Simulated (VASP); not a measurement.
Output of a VASP run:

File OSZICAR:
```
       N       E                     dE             d eps       ncg     rms          rms(c)
DAV:   1    -0.477353420810E+01   -0.47735E+01   -0.13685E-04   485   0.389E-02    0.541E-02
DAV:   2    -0.477351324875E+01    0.20959E-04   -0.18813E-04   454   0.388E-02    0.371E-02
DAV:   3    -0.477351173831E+01    0.15104E-05   -0.11740E-05   390   0.111E-02    0.166E-02
DAV:   4    -0.477351168835E+01    0.49957E-07   -0.79629E-07   310   0.353E-03
   1 F= -.47735117E+01 E0= -.47731580E+01  d E =-.106105E-02
```

**OUTCAR**
```
------------------------ aborting loop because EDIFF is reached ----------------------------------------
  FORCE on cell =-STRESS in cart. coord.  units (eV):
  Direction    XX          YY          ZZ          XY          YZ          ZX
  --------------------------------------------------------------------------------------
  Total        0.1823901      0.1823901     -0.2154981     -0.0000000     -0.0000000     -0.0000000
  in kB        0.7779204      0.7779203     -0.9191306     -0.0000001     -0.0000000     -0.0000000
  external PRESSURE =       0.2122367 kB  Pullay stress =       0.0000000 kB
  volume of cell :      375.64
      direct lattice vectors                 reciprocal lattice vectors
     4.180129122  0.000000000  0.000000000     0.239227060  0.138117847  0.000000000
    -2.090065047  3.620097807  0.000000000     0.000000000  0.276235630  0.000000000
     0.000000000  0.000000000 24.823712692     0.000000000  0.000000000  0.040284063
 POSITION                                       TOTAL-FORCE (eV/Angst)
 -----------------------------------------------------------------------------------
     -0.00000      2.41340      9.01988        -0.000000     -0.000000      0.029434
      0.00000      0.00000     12.41186         0.000000      0.000000      0.000000
      2.09007      1.20670     15.80384         0.000000      0.000000     -0.029434
 -----------------------------------------------------------------------------------
    total drift:                               -0.000000      0.000000      0.000000
  FREE ENERGIE OF THE ION-ELECTRON SYSTEM (eV)
  ---------------------------------------------------
  free  energy   TOTEN  =        -4.7735116883 eV

  energy  without entropy=       -4.7724506395  energy(sigma->0) =       -4.77315801

 total charge

# of ion       s       p       d       tot
------------------------------------------
    1        2.075   5.670   0.127   7.872
    2        2.068   5.680   0.143   7.891
    3        2.075   5.670   0.127   7.872
--------------------------------------------------
tot          6.218  17.020   0.397  23.635
```
(Selected blocks of OUTCAR.)

POSCAR:
```
Sr(111) slab
1
    4.1801291221     0.0000000000     0.0000000000
   -2.0900650472     3.6200978065     0.0000000000
    0.0000000000     0.0000000000    24.8237126922
Sr
3
Direct
  0.3333330000   0.6666670000   0.3633572859
  1.0000000000   0.0000000000   0.5000000000
  0.6666670000   0.3333330000   0.6366427141
```

Task: Write an INCAR and KPOINTS that could have produced this output.

Result: Several could match; the one computed here: the input of the run itself, PBEsol GGA, plane waves, VASP's PBE PAW potentials (set 64).

### INCAR
```
SYSTEM  =  Sr(111) slab
PREC  =  Normal; ENCUT  =  400; LREAL  =  .False.
LASPH  =  .True.
EDIFF  =  1E-6; NELM  =  100; NELMIN  =  4
ALGO  =  Normal; LMAXMIX  =  4
ISMEAR  =  1; SIGMA  =  0.1
GGA  =  PS
LWAVE  =  .False.; LCHARG  =  .False.; LORBIT  =  11
LVHAR  =  .True.
DIPOL  =  0.5 0.5 0.5
LDIPOL  =  .True.; IDIPOL  =  3
```

### KPOINTS
```
Automatic mesh
0
G
  8 8 1
```

POTCAR, in this order: Sr_sv (PBE.64 set). Program: vasp_std. Read from the step before: WAVECAR.

The cell is a thin slab with vacuum, built from Sr (fcc): (111) face.
